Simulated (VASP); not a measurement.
Level of theory: revPBE GGA, VASP's PBE PAW potentials (set 64) (plane waves; VASP 6.6.1).

VASP input:

POSCAR:
```
Cd
1
    1.4907072738    -2.5819810456     0.0000000000
    1.4907072738     2.5819810456     0.0000000000
    0.0000000000     0.0000000000     5.9167343727
Cd
2
Direct
  0.3333330000   0.6666670000   0.2500000000
  0.6666670000   0.3333330000   0.7500000000
```

### KPOINTS
```
Automatic mesh
0
Gamma
14 14 6
0 0 0
```

INCAR:
```
SYSTEM = Cd
PREC = Accurate; ENCUT = 520; LREAL = .FALSE.
LASPH = .TRUE.
EDIFF = 1E-7; NELM = 100; ALGO = Normal
LMAXMIX = 4
ISMEAR = 1; SIGMA = 0.1
GGA = RE
IBRION = 2; NSW = 30; ISIF = 4
EDIFFG = -0.01
LWAVE = .FALSE.; LCHARG = .FALSE.
```

POTCAR, in this order: Cd (PBE.64 set). Program: vasp_std.

What will the output report for the number of irreducible k-points (NKPTS), largest plane-wave count, number of space-group operations, FFT grid (NGX, NGY, NGZ)?

number of irreducible k-points (NKPTS): 96
largest plane-wave count: 1271
number of space-group operations: 24
FFT grid (NGX, NGY, NGZ): 24 × 24 × 48

The compound is Cd in the hcp structure. This cell is one point of a volume scan, at 0.94 of the reference volume. Symmetry was kept, so distortions that lower it aren't found.
